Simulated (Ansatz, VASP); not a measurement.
**Cross-check of AlNi between VASP and Ansatz**

Aim: how closely do two programs agree when they are given the same cell, functional and k mesh? The cell is taken from a series of runs on this material, whose earlier steps may have relaxed, scaled, displaced or heated it; both programs get it as it stands.

Calculated with Ansatz 0.2.0; plane waves, with VASP 6.6.1 beside it; LDA.

## (1) Set-up

The structure is cubic, space group Pm-3m (No. 221). Conventional cell: a = 2.851 Å, b = 2.851 Å, c = 2.851 Å, α = 90.00°, β = 90.00°, γ = 90.00°. Al has 8 Ni at 2.47 Å nearest. Ni has 8 Al at 2.47 Å nearest. Farther neighbours are not listed.

Structure file:

```cif
data_structure
_symmetry_space_group_name_H-M 'P 1'
_symmetry_Int_Tables_number 1
_cell_length_a 2.8507
_cell_length_b 2.8507
_cell_length_c 2.8507
_cell_angle_alpha 90.000
_cell_angle_beta 90.000
_cell_angle_gamma 90.000
_cell_volume 23.17
loop_
_atom_site_label
_atom_site_type_symbol
_atom_site_fract_x
_atom_site_fract_y
_atom_site_fract_z
_atom_site_occupancy
Al1 Al 0.00000 0.00000 0.00000 1
Ni2 Ni 0.50000 0.50000 0.50000 1
```

## (2) VASP: zone-centre phonons, LDA, pair 1

Second derivatives magnify differences that forces hide, and they need a tight electronic threshold.

Lines of VASP's logs that name or quote its potential files are left out, and so is its time.

File INCAR:

```
SYSTEM = AlNi
PREC = Accurate
ENCUT = 600
EDIFF = 1E-08
NELM = 120
ISMEAR = 1
SIGMA = 0.2
LREAL = .FALSE.
ALGO = Normal
GGA = PW92
NBANDS = 12
LASPH = .TRUE.
LORBIT = 11
LWAVE = .FALSE.
LCHARG = .FALSE.
ISIF = 2
IBRION = 8
GGA_COMPAT = .FALSE.
KPAR = 2
```

File POSCAR:

```
AlNi
1.0
    2.8506715846      0.0000000000      0.0000000000
    0.0000000000      2.8506715846      0.0000000000
    0.0000000000      0.0000000000      2.8506715846
Al Ni
1 1
Direct
    0.0000000000      0.0000000000      0.0000000000
    0.5000000000      0.5000000000      0.5000000000
```

File KPOINTS:

```
Automatic mesh
0
Gamma
16 16 16
0 0 0
```

The projector-augmented-wave data sets are Al and Ni (LDA family, release 64).

Started as:

```console
$ mpirun -np 2 vasp_std
```

Numbers of over 12 decimals in the logs are rounded to 6 here.

The program printed:

```text
[banner, memory and clock lines left out]
running    2 mpi-ranks, on    1 nodes
 distrk:  each k-point on    1 cores,    2 groups
 distr:  one band on    1 cores,    1 groups

 POSCAR found type information on POSCAR AlNi
 POSCAR found :  2 types and       2 ions
|                                                                             |
|               ----> ADVICE to this user running VASP <----                  |
|                                                                             |
|     You enforced a specific xc type in the INCAR file but a different       |
|     [... a line on the potential file left out ...]
|     I HOPE YOU KNOW WHAT YOU ARE DOING!                                     |
|                                                                             |

 LDA part: xc-table for (Slater(with rela. corr.)+PW92), standard interpolation
 POSCAR, INCAR and KPOINTS ok, starting setup
 FFT: planning ... GRIDC
 FFT: planning ... GRID_SOFT
 FFT: planning ... GRID
 WAVECAR not read
 entering main loop
       N       E                     dE             d eps       ncg     rms          rms(c)
DAV:   1     0.432451768039E+02    0.43245E+02   -0.61951E+03  4032   0.130E+03
DAV:   2    -0.117540367002E+02   -0.54999E+02   -0.50926E+02  4032   0.208E+02
DAV:   3    -0.135651195108E+02   -0.18111E+01   -0.17851E+01  4812   0.440E+01
DAV:   4    -0.135898146271E+02   -0.24695E-01   -0.24687E-01  4424   0.459E+00
DAV:   5    -0.135904330580E+02   -0.61843E-03   -0.61841E-03  4704   0.809E-01    0.118E+01
DAV:   6    -0.151610188164E+02   -0.15706E+01   -0.44789E+01  4376   0.108E+02    0.145E+01
DAV:   7    -0.122133975688E+02    0.29476E+01   -0.13503E+01  4412   0.653E+01    0.100E+00
DAV:   8    -0.121998578782E+02    0.13540E-01   -0.28203E-01  4836   0.602E+00    0.101E+00
DAV:   9    -0.121844398493E+02    0.15418E-01   -0.46605E-02  4804   0.321E+00    0.165E-01
DAV:  10    -0.121840786177E+02    0.36123E-03   -0.11246E-03  4828   0.496E-01    0.764E-02
DAV:  11    -0.121840792780E+02   -0.66034E-06   -0.35745E-05  4668   0.503E-02    0.231E-02
DAV:  12    -0.121840787223E+02    0.55575E-06   -0.35150E-06  4864   0.317E-02    0.390E-03
DAV:  13    -0.121840785425E+02    0.17971E-06   -0.46471E-07  5948   0.595E-03    0.158E-03
DAV:  14    -0.121840785398E+02    0.27414E-08   -0.59440E-08  3612   0.320E-03
   1 F= -.12184079E+02 E0= -.12184417E+02  d E =0.101511E-02
 Linear response reoptimize wavefunctions to high precision
DAV:   1    -0.121840785388E+02    0.10496E-08   -0.11973E-08  4816   0.168E-03
DAV:   2    -0.121840785388E+02   -0.47748E-11   -0.89361E-11  2296   0.888E-05
 Linear response DOF=           2
 Linear response progress:
  Degree of freedom:   1/  2
       N       E                     dE             d eps       ncg     rms          rms(c)
RMM:   1    -0.574913664994E-02   -0.57491E-02    0.28785E-03 21442   0.649E-01
RMM:   2    -0.546658500102E-02    0.28255E-03   -0.53435E-05 14402   0.230E-01    0.600E-02
RMM:   3    -0.545133739551E-02    0.15248E-04   -0.10557E-04 15804   0.833E-02    0.296E-02
RMM:   4    -0.551535339234E-02   -0.64016E-04   -0.43724E-05 15659   0.511E-02    0.582E-03
RMM:   5    -0.551857773323E-02   -0.32243E-05   -0.33576E-06 16054   0.121E-02    0.156E-03
RMM:   6    -0.551776653791E-02    0.81120E-06   -0.14863E-07 15683   0.304E-03    0.835E-04
RMM:   7    -0.551779412294E-02   -0.27585E-07   -0.13660E-08 14880   0.141E-03    0.618E-04
RMM:   8    -0.551793810310E-02   -0.14398E-06   -0.33775E-09 16924   0.419E-04    0.205E-04
RMM:   9    -0.551798416247E-02   -0.46059E-07   -0.50659E-10 16924   0.120E-04    0.118E-05
RMM:  10    -0.551796439123E-02    0.19771E-07    0.11858E-10 17047   0.365E-05    0.719E-06
RMM:  11    -0.551796642400E-02   -0.20328E-08   -0.12519E-10 16882   0.141E-05    0.848E-07
 first order change of Fermi-energy  -0.10221E-03
 force on displaced ion       1 direction 1 :  -5.996   0.000  -0.000
 Linear response progress:
  Degree of freedom:   2/  2
       N       E                     dE             d eps       ncg     rms          rms(c)
RMM:   1    -0.187867141200E+00   -0.18787E+00   -0.10008E-01 14364   0.269E+00
RMM:   2    -0.186476953619E+00    0.13902E-02   -0.17585E-03 14361   0.518E-01    0.127E-01
RMM:   3    -0.186485952560E+00   -0.89989E-05   -0.14079E-04 15418   0.101E-01    0.751E-02
RMM:   4    -0.186877822619E+00   -0.39187E-03   -0.17256E-04 16512   0.102E-01    0.568E-03
RMM:   5    -0.186863023805E+00    0.14799E-04   -0.37833E-06 16631   0.222E-02    0.486E-03
RMM:   6    -0.186857864389E+00    0.51594E-05   -0.44958E-07 14741   0.913E-03    0.242E-03
RMM:   7    -0.186848870213E+00    0.89942E-05   -0.17018E-07 17168   0.331E-03    0.443E-04
RMM:   8    -0.186845834058E+00    0.30362E-05   -0.47398E-09 17180   0.824E-04    0.119E-04
RMM:   9    -0.186845209441E+00    0.62462E-06   -0.20539E-09 17126   0.263E-04    0.281E-05
RMM:  10    -0.186844933101E+00    0.27634E-06   -0.43590E-10 17206   0.103E-04    0.193E-05
RMM:  11    -0.186844969649E+00   -0.36548E-07   -0.73427E-10 16551   0.628E-05    0.237E-06
RMM:  12    -0.186844978328E+00   -0.86791E-08   -0.53606E-10 18061   0.343E-05    0.119E-06
 first order change of Fermi-energy   0.24807E-02
 force on displaced ion       2 direction 1 :  -6.006   0.000  -0.000
 Linear response finished
```

From OUTCAR (step 2):

```text
ion  position               nearest neighbor table
   1  0.000  0.000  0.000-   2 2.47   2 2.47   2 2.47   2 2.47   2 2.47   2 2.47   2 2.47   2 2.47

  LATTYP: Found a simple cubic cell.
 ALAT       =     2.8506715846

 Subroutine GETGRP returns: Found 48 space group operations
 (whereof 48 operations were pure point group operations)

The static configuration has the point symmetry O_h .

 Found    165 irreducible k-points:

   k-points           NKPTS =    165   k-points in BZ     NKDIM =    165   number of bands    NBANDS=     12

   dimension x,y,z NGX =    24 NGY =   24 NGZ =   24
   dimension x,y,z NGXF=    48 NGYF=   48 NGZF=   48

   ENCUT  =  600.0 eV  44.10 Ry    6.64 a.u.   5.69  5.69  5.69*2*pi/ulx,y,z

   NELECT =      13.0000    total number of electrons

 k-points in reciprocal lattice and weights: Automatic mesh
   0.00000000  0.00000000  0.00000000       0.000
   0.06250000  0.00000000  0.00000000       0.001
   0.12500000  0.00000000  0.00000000       0.001
   0.18750000  0.00000000  0.00000000       0.001
   0.25000000  0.00000000  0.00000000       0.001
   0.31250000  0.00000000  0.00000000       0.001
   0.37500000  0.00000000  0.00000000       0.001
   0.43750000  0.00000000  0.00000000       0.001
   0.50000000  0.00000000  0.00000000       0.001
[...]
0.50000000  0.50000000  0.43750000       0.001
   0.50000000  0.50000000  0.50000000       0.000

 average (electrostatic) potential at core
       1 -67.9485       2 -81.1717

  Total       -0.4826536     -0.4826536     -0.4826536      0.0000000      0.0000000      0.0000000
  in kB      -33.3814001    -33.3814001    -33.3814001      0.0000000      0.0000000      0.0000000
  external PRESSURE =     -33.3814001 kB  Pullay stress =       0.0000000 kB

  energy-cutoff  :      600.00
  volume of cell :       23.17
      direct lattice vectors                 reciprocal lattice vectors
     2.850671585  0.000000000  0.000000000     0.350794530  0.000000000  0.000000000
     0.000000000  2.850671585  0.000000000     0.000000000  0.350794530  0.000000000
     0.000000000  0.000000000  2.850671585     0.000000000  0.000000000  0.350794530

 POSITION                                       TOTAL-FORCE (eV/Angst)
 -----------------------------------------------------------------------------------
      0.00000      0.00000      0.00000         0.000000      0.000000      0.000000
      1.42534      1.42534      1.42534         0.000000      0.000000      0.000000
 -----------------------------------------------------------------------------------
    total drift:                                0.000000      0.000000     -0.000000

 Eigenvectors and eigenvalues of the dynamical matrix
 ----------------------------------------------------

   1 f  =    8.906603 THz    55.961840 2PiTHz  297.092311 cm-1    36.834735 meV
             X         Y         Z           dx          dy          dz
      0.000000  0.000000  0.000000     0.000000    0.827482    0.000000
      1.425336  1.425336  1.425336     0.000000   -0.561493    0.000000

   2 f  =    8.906603 THz    55.961840 2PiTHz  297.092311 cm-1    36.834735 meV
             X         Y         Z           dx          dy          dz
      0.000000  0.000000  0.000000    -0.000000   -0.000000    0.827482
      1.425336  1.425336  1.425336     0.000000    0.000000   -0.561493

   3 f  =    8.906603 THz    55.961840 2PiTHz  297.092311 cm-1    36.834735 meV
             X         Y         Z           dx          dy          dz
      0.000000  0.000000  0.000000     0.827482   -0.000000    0.000000
      1.425336  1.425336  1.425336    -0.561493    0.000000    0.000000

   4 f/i=    0.003227 THz     0.020278 2PiTHz    0.107655 cm-1     0.013347 meV
             X         Y         Z           dx          dy          dz
      0.000000  0.000000  0.000000     0.561493   -0.000000   -0.000000
      1.425336  1.425336  1.425336     0.827482   -0.000000    0.000000

   5 f/i=    0.003227 THz     0.020278 2PiTHz    0.107655 cm-1     0.013347 meV
             X         Y         Z           dx          dy          dz
      0.000000  0.000000  0.000000    -0.000000   -0.561493   -0.000000
      1.425336  1.425336  1.425336    -0.000000   -0.827482    0.000000

   6 f/i=    0.003227 THz     0.020278 2PiTHz    0.107655 cm-1     0.013347 meV
             X         Y         Z           dx          dy          dz
      0.000000  0.000000  0.000000     0.000000    0.000000   -0.561493
      1.425336  1.425336  1.425336    -0.000000    0.000000   -0.827482

 ELASTIC MODULI CONTR FROM IONIC RELAXATION (kBar)
 Direction    XX          YY          ZZ          XY          YZ          ZX
 --------------------------------------------------------------------------------
 XX           0.0000      0.0000      0.0000      0.0000      0.0000      0.0000
 YY           0.0000      0.0000      0.0000      0.0000      0.0000      0.0000
 ZZ           0.0000      0.0000      0.0000      0.0000      0.0000      0.0000
 XY           0.0000      0.0000      0.0000      0.0000      0.0000      0.0000
 YZ           0.0000      0.0000      0.0000      0.0000      0.0000      0.0000
 ZX           0.0000      0.0000      0.0000      0.0000      0.0000      0.0000
 --------------------------------------------------------------------------------
```

This run has no spin polarisation, so a moment on Ni, if there is one, isn't seen. Its electron count is odd, so without a moment it is a metal by construction. Energies printed during the response cycles are not total energies of the cell.

## (3) Ansatz: zone-centre phonons, LDA, pair 1

Ansatz runs on its PAW soft_1 files.

The same cell, functional (in two slightly different forms), mesh and smearing now go to Ansatz, which takes its cutoff from its data sets.

File input.yaml:

```yaml
crystal:
  lattice:
    - [2.8506715846, 0.0, 0.0]
    - [0.0, 2.8506715846, 0.0]
    - [0.0, 0.0, 2.8506715846]
  atoms:
    - { symbol: Al, position: [0.0, 0.0, 0.0] }
    - { symbol: Ni, position: [0.5, 0.5, 0.5] }
kpoints:
  mp_grid: { grid: [16, 16, 16] }
hamiltonian:
  xc: lda
  pseudopotentials: { kind: paw, azcp: { folder: soft_1 }, xc_functional: pbe }
scf:
  occupations: { method: methfessel_paxton, width: 0.2 }
output:
  eigenvalues: true
phonons:
  method: dfpt
```

Started as:

```console
$ ansatz run input.yaml --threads 4 --pin off --max-ram 10240MiB --backend cpu --events-out ev --progress --plain --runs-dir out
```

The program printed:

```text
Engine: ansatz 0.2.0, aarch64-unknown-linux-gnu
Pseudopotentials: kind: paw
Pseudopotential: Al, paw, valence charge 3, recommended cutoff 420 eV (normal), soft_1/Al.paw.azcp
Pseudopotential: Ni, paw, valence charge 18, recommended cutoff 420 eV (normal), soft_1/Ni.paw.azcp
Functional definition: SPW92
  exchange = slater_x
  correlation = pw_c
Crystal: 2 atoms, lattice volume = 23.165 Å³
Basis set: ecut = 420 eV, 461 PW (Γ), exchange–correlation on 40×40×40 points (8 copies of the dense FFT grid, shifted against one another)
Bands: 15, of which v1, the nominal top of the filled ones, is band 11 counted from 1 (10 counted from 0)
Symmetry: 48 space group operations
k-points: 405 of 4096 (irreducible under 8 space group operations, time reversal used)
Non-local potential: Al, projectors of the file, l = 0: 2, l = 1: 2, l = 2: 1
Non-local potential: Ni, projectors of the file, l = 0: 3, l = 1: 2, l = 2: 3, l = 3: 1
PAW form: soft (Blöchl's): semilocal exchange-correlation on the pseudo side does not see the compensation charge
PAW frozen core: Al, regenerated for the run's functional, and the local potential with it (the file was generated under x = pbe(κ = 0.804, μ = 0.219515), c = pbe(β = 0.066725))
PAW frozen core: Ni, regenerated for the run's functional, and the local potential with it (the file was generated under x = pbe(κ = 0.804, μ = 0.219515), c = pbe(β = 0.066725))
PAW one-centre angular grid: Al, 110 points (default); XC on 64 Gauss nodes
PAW one-centre angular grid: Ni, 590 points (default); XC on 64 Gauss nodes
Initial density: superposition of atomic densities (chi_scale 0.1, normalization cell, long waves kept (reshape's long-wave potential 0.00 eV rms))
Initial wavefunctions: pseudopotential atomic-orbital guess
Functional: x = slater, c = lda
SCF iter   1: F=—  HF=-6288.069041 eV  |F-HF|=—  |Δ(HF+E_count)|=         —  Δρ=7.74e-2  dr2=1.46e0  ethr=3.10e-3  ⟨swp⟩=4.0  Hψ=26987  notcnv=0
preconditioner: auto → none  [metal: Δε(μ)=0.035 eV  Ē_g=10.373 eV  σ=0.200 eV  W_gap=0.15  n_scr=6 (ndim 8)  ℏωp=27.8 eV  f_vac=0.000  D(μ)=0.55/eV (n_scr^D=0)  sad-step TF]
SCF iter   2: F=—  HF=-6287.888089 eV  |F-HF|=—  |Δ(HF+E_count)|=   1.81e-1  S|Δr|=    0.00e0  Δρ=5.91e-2  dr2=8.92e-1  ethr=3.10e-3  ⟨swp⟩=2.0  Hψ=10847  notcnv=0  defer=105
SCF iter   3: F=—  HF=-6287.685269 eV  |F-HF|=—  |Δ(HF+E_count)|=   2.03e-1  S|Δr|=    0.00e0  Δρ=1.97e-2  dr2=8.68e-2  ethr=3.10e-3  ⟨swp⟩=2.0  Hψ=7735  notcnv=0  defer=105
SCF iter   4: F=—  HF=-6287.669606 eV  |F-HF|=—  |Δ(HF+E_count)|=   1.57e-2  S|Δr|=    0.00e0  Δρ=5.23e-3  dr2=3.59e-3  ethr=4.13e-4  ⟨swp⟩=2.0  Hψ=10307  notcnv=0  defer=93
SCF iter   5: F=—  HF=-6287.669479 eV  |F-HF|=—  |Δ(HF+E_count)|=   1.27e-4  S|Δr|=    0.00e0  Δρ=1.26e-3  dr2=1.70e-4  ethr=1.71e-5  ⟨swp⟩=2.3  Hψ=8025  notcnv=0  defer=93
SCF iter   6: F=—  HF=-6287.669425 eV  |F-HF|=—  |Δ(HF+E_count)|=   5.40e-5  S|Δr|=    0.00e0  Δρ=3.16e-4  dr2=1.15e-5  ethr=8.10e-7  ⟨swp⟩=2.3  Hψ=8857  notcnv=0  defer=93
SCF iter   7: F=—  HF=-6287.669421 eV  |F-HF|=—  |Δ(HF+E_count)|=   4.25e-6  S|Δr|=    0.00e0  Δρ=4.07e-5  dr2=2.09e-7  ethr=5.47e-8  ⟨swp⟩=2.2  Hψ=8349  notcnv=0  defer=93
SCF iter   8: F=—  HF=-6287.669439 eV  |F-HF|=—  |Δ(HF+E_count)|=   1.80e-5  S|Δr|=    0.00e0  Δρ=2.85e-6  dr2=1.18e-9  ethr=9.95e-10  ⟨swp⟩=2.2  Hψ=8507  notcnv=0  defer=93
SCF iter   9: F=-6287.669439 eV  HF=-6287.669439 eV  |F-HF|=3.64e-12  |Δ(HF+E_count)|=  2.03e-10  S|Δr|=    0.00e0  Δρ=1.29e-7  dr2=2.21e-12  ethr=1.00e-12  ⟨swp⟩=5.1  Hψ=29822  notcnv=0
SCF 1 converged in 9 iterations: F = -6287.669439 eV  dr2 = 2.21e-12
  greatest PAW one-centre occupation: 1.001 electrons in one spin orbital (limit 2), on the Ni atom at site 1 (counted from 0), in its partial waves of l = 1
DFPT response loops at Γ: preconditioner auto → Kerker (q_TF=auto, 2.684 Å⁻¹) (partly filled bands, converged f_vac=0.000); β = 1.00, the filter's whole step (`scf.mixing.beta` (0.50) is not read by the response loops under this deck's `scf.mixing.preconditioner`; to damp them name `kerker` or `kerker_dos`, under which they read `scf.mixing.beta`, and type it under 1.00, their step now; both keys bind the ground state too); Broyden in place of MSR1
SCF converged after 9 iterations
Stability not checked: this state was not tested for a lower state beside it, because cold or Methfessel-Paxton smearing, or corrected tetrahedra, fill the levels in a way that the test cannot read (fill_not_monotonic; see scf.lower_state_search)
Free energy (F): -6287.669439 eV
Harris-Foulkes:  -6287.669439 eV  (|F-HF|=3.64e-12)
Internal energy: -6287.670466 eV  (E = F + TS)
E sigma→0 (E₀):  -6287.669696 eV
Entropy (-TS):   0.001027 eV (0.513 meV/atom)
Fermi energy:    14.081707 eV
--- Per-component energies (eV) ---
  E_band       = -332.193980
  E_kinetic    = 370.118984
  E_local      = -3707.805454  (includes V_loc(G=0)·N_el)
  E_nonlocal   = -101.888183
  E_hartree    = 1946.052621
  E_xc         = -152.059961
  E_vxc        = -178.219215  (∫ρ·V_xc dr)
  E_paw        = -2037.541291  (= ΣΔE_a)
  E_vpaw       = -606.505932  (= ΣTr[D̂ρ^β])
  E_aug_tail   = 0.000703  (compensation charges beyond the density's cutoff)
  E_ewald      = -2605.037723
  E_core_change = 0.489838  (= ΣΔE_core)
  E_smearing   = 0.001027  (= −TS)
  E_closure    = -0.000000  (closes the sum)
  Σ components = -6287.669439   (vs F -6287.669439, Δ=0.00e0)
--- Band table (eV; the first three rows and the last of 405) ---
  k-point 0: bands = [... 7 lower, 12.4649, 12.4649, 12.4649, 19.6638, 19.6638, 19.6638, 22.3645, 22.3645]
  k-point 1: bands = [... 7 lower, 12.4317, 12.4317, 12.4685, 18.8740, 19.7609, 19.7609, 22.3664, 23.0815]
  k-point 2: bands = [... 7 lower, 12.3401, 12.3401, 12.4788, 17.4824, 20.0448, 20.0448, 22.3719, 24.2221]
  k-point 404: bands = [... 7 lower, 13.0534, 13.0534, 16.0441, 16.0441, 16.0441, 17.9506, 18.7253, 18.7253]
--- Phonons (Γ-DFPT): 2 representative perturbations + reference, on 405 of 4096 k-points (Σ response iterations 7) ---
  k mesh reduced under 8 symmetry operations, with k and −k counted as one. Each operation leaves every solved perturbation unchanged. A smaller set is not used because it would not reduce the number of displacements times k-points to solve
  ASR residual: 6.441e-5 → 0.000e0 eV/Å²; symmetrization residual: 1.977e-6 eV/Å²
  ASR residual per site (eV/Å²): 1.63e-6 6.44e-5
  Γ frequencies (cm⁻¹): 0.00 0.00 0.00 295.07 295.07 295.07
  non-analytic LO–TO correction: not included (Born effective charges unavailable; polar crystals: no LO–TO splitting at Γ)
```

Reading the cycles: dr2 is the Hartree energy of the density residual (eV), the measure of convergence; HF is the Harris–Foulkes estimate of the energy, which meets the free energy F at convergence.

## (4) Comparison

Known differences besides the potentials themselves: the data sets hold 21 valence electrons in Ansatz (on its PAW soft_1 files) and 13 in VASP; the cutoff is 420 eV in Ansatz and 600 eV in VASP; VASP's log shows a relativistic correction to its local exchange, Ansatz's none. Total energies have different zeros and are not compared.

The two programs side by side:

| quantity | Ansatz | VASP | difference |
| --- | --- | --- | --- |
| optical mode 1 to 3 (cm⁻¹) | 295.1 | 297.1 | -0.68 % |

Modes are paired by rising frequency, not by their patterns, so a pair may set unlike modes beside each other; they are those without the splitting of longitudinal modes.

[end of part 1 of 2]

[Lines on the potential files, build, host, timing and source positions are cut from VASP's logs without a mark.]

[Logs are printed without paths, hosts, clocks, repeated set-up lines and the standing remarks that a program may print on its own settings, such as how far it seeks lower states.]

[Hosts, paths, dates, database ids (printed as entryN), source tags and the programs' standing remarks are cut or masked in the printed files.]
